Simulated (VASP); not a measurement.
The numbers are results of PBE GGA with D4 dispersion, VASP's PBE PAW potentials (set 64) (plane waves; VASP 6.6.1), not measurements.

A VASP calculation is set up with these files.

### INCAR
```
LASPH = .TRUE.   ! aspherical one-centre terms
SIGMA = 0.1
LREAL = .FALSE.   ! projection in real space or not
EDIFF = 1E-7
IVDW = 13   ! D4
PREC = Accurate
IBRION = 2   ! conjugate gradients
NELM = 100   ! most electronic steps
ISIF = 4
ENCUT = 520
ALGO = Normal   ! blocked Davidson
ISMEAR = 1   ! Methfessel-Paxton
EDIFFG = -0.01   ! ionic stop
NSW = 30   ! most ionic steps
LCHARG = .FALSE.
LWAVE = .FALSE.
SYSTEM = Ho
LMAXMIX = 6   ! l cut-off of mixed one-centre charges
GGA = PE   ! PBE
```

### POSCAR
```
Ho
1
    1.7540103416    -3.0380350821     0.0000000000
    1.7540103416     3.0380350821     0.0000000000
    0.0000000000     0.0000000000     5.4003348719
Ho
2
Direct
  0.3333330000   0.6666670000   0.2500000000
  0.6666670000   0.3333330000   0.7500000000
```

KPOINTS:
```
Automatic mesh
0
Gamma
12 12 7
0 0 0
```

POTCAR, in this order: Ho_3 (PBE.64 set). Program: vasp_std.

Problem. What will the output report for the number of irreducible k-points (NKPTS), largest plane-wave count, number of space-group operations, FFT grid (NGX, NGY, NGZ)?

Solution. 
```json
{
  "number of irreducible k-points (NKPTS)": "76",
  "largest_plane_wave_count": "1580",
  "number_of_space_group_operations": "24",
  "FFT grid (NGX, NGY, NGZ)": "28 × 28 × 40"
}
```

The compound is Ho in the hcp structure. This cell is one point of a volume scan, at 0.94 of the reference volume. Symmetry was kept, so distortions that lower it aren't found. The 4f electrons are frozen in the core of the lanthanide potential, so 4f levels, which can set the real gap, and their magnetism are missing.
